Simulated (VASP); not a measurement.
Consider the following.

```
HgTl
1.0
    3.71500     0.00000     0.00000
    0.00000     3.71500     0.00000
    0.00000     0.00000     3.71500
Tl Hg
1 1
Cartesian
  1.85750   1.85750   1.85750
  0.00000   0.00000   0.00000
```

Calculation: PBEsol GGA, VASP's PBE PAW potentials (set 64) (plane waves; VASP). Settings: 300 eV cut-off, 7×7×7 Γ-centred mesh, Gaussian smearing of 0.10 eV, potentials Tl_d Hg.

**Question.** Give the energies of bands 7 to 15 at the high-symmetry points, in eV from the Fermi level.

**Answer.** 
```json
[
 {"band": "7", "Γ": "-7.07", "X": "-7.12", "M": "-6.90", "R": "-7.28"},
 {"band": "8", "Γ": "-7.07", "X": "-7.10", "M": "-6.65", "R": "-7.28"},
 {"band": "9", "Γ": "-6.56", "X": "-6.89", "M": "-6.65", "R": "-6.36"},
 {"band": "10", "Γ": "-6.56", "X": "-6.89", "M": "-6.37", "R": "-6.36"},
 {"band": "11", "Γ": "-6.56", "X": "-6.63", "M": "-3.68", "R": "-3.77"},
 {"band": "12", "Γ": "0.78", "X": "-5.33", "M": "-2.58", "R": "-1.44"},
 {"band": "13", "Γ": "2.42", "X": "5.65", "M": "-2.30", "R": "1.77"},
 {"band": "14", "Γ": "2.42", "X": "5.85", "M": "-2.30", "R": "1.77"},
 {"band": "15", "Γ": "2.42", "X": "6.17", "M": "6.80", "R": "1.77"}
]
```

It has no gap at this level: it comes out as a metal or semimetal.

The structure comes from a measured TlHg entry of the Crystallography Open Database, whose conditions weren't checked. The cell was not relaxed at this level. The electron count is odd and the run is not spin-polarised, which forces a metal.
